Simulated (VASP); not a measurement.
```
CELL_PARAMETERS angstrom
      0.00000     2.62473     2.62473
      2.62473     0.00000     2.62473
      2.62473     2.62473     0.00000
ATOMIC_POSITIONS crystal
  Al 0.00000 0.00000 0.00000
  As 0.50000 0.50000 0.50000
```

The numbers are results of PBEsol GGA, VASP's PBE PAW potentials (set 64) (plane waves; VASP), not measurements. Numerical set-up: 400 eV cut-off, Gaussian smearing of 0.050 eV, potentials Al As.

### Question
Give the energies of bands 2 to 7 at the high-symmetry points, in eV from the Fermi level.

### Answer

```
band     Γ      X      U      L      W
----  ----  -----  -----  -----  -----
2     0.28  -5.90  -5.42  -7.32  -4.81
3     0.28  -2.61  -5.30  -0.26  -4.73
4     0.28  -2.61  -2.03  -0.26  -4.73
5     2.08  -1.95   0.17   2.92   3.00
6     6.01   2.30   5.38   3.20   4.49
7     6.01  11.04   7.10   3.20   6.96
```

It has no gap at this level: it comes out as a metal or semimetal.

The structure was generated: AlAs was put into the rock salt type (Fm-3m), which need not be its known phase. It was relaxed first.
